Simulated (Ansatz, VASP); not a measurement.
**Code comparison for Rb2Te5 (C2/m, 7 atoms in the cell)**

Self-consistent single point.

```
CELL_PARAMETERS angstrom
      5.86799    -4.63622     0.00000
      5.86799     4.63622     0.00000
     -2.63386     0.00000     5.17721
ATOMIC_POSITIONS crystal
  Rb 0.31837 0.31837 0.64140
  Rb 0.68163 0.68163 0.35860
  Te 0.00000 0.00000 0.00000
  Te 0.85460 0.32992 0.75896
  Te 0.14540 0.67008 0.24104
  Te 0.67008 0.14540 0.24104
  Te 0.32992 0.85460 0.75896
```

Shared settings, as Ansatz (an electronic-structure program) writes them: kpoints.mp_grid.grid = 2 2 3; magnetization.spin_orbit = true; scf.occupations.method = fermi_dirac; scf.occupations.width = 0.05 eV. Potentials and cutoffs stand in the table.

```tsv
code	model	pressure (GPa)	largest force (eV/Å)	cutoff
VASP	LDA (PZ), spin-orbit coupling, VASP's LDA PAW potentials (set 64)	-1.75	0.184	300 eV
Ansatz	LDA (PW92) with spin-orbit coupling, default PAW files made with PBE	-1.81	0.157	420 eV
```

Size of the force on each atom (eV/Å): Sizes of forces hide their directions.

| code | Rb1 | Rb2 | Te3 | Te4 | Te5 | Te6 | Te7 |
|---|---|---|---|---|---|---|---|
| VASP | 0.025 | 0.025 | 0.000 | 0.184 | 0.184 | 0.184 | 0.184 |
| Ansatz | 0.026 | 0.026 | 0.000 | 0.157 | 0.157 | 0.157 | 0.157 |

The spread over the programs that give each value: pressure within 0.06 GPa; largest force within 0.027 eV/Å.

Ansatz's pressure is given at a fixed set of plane waves, as the other plane-wave codes print theirs. The same LDA comes in different parametrisations, which differ slightly.

The shared mesh is coarse (it stands for a supercell whose shortest vector is 15 Å), so the values are not converged in it.

VASP's run is marked for a possible Pulay error in its stress at this cutoff; no cutoff test was made.

The starting cell comes from a database of computed structures (which also holds hypothetical and non-ambient phases and stackings), without a prior relaxation at this level.

Left out of this page: Elk (with a known weakness of the program).

Keys are those of Ansatz 0.2.
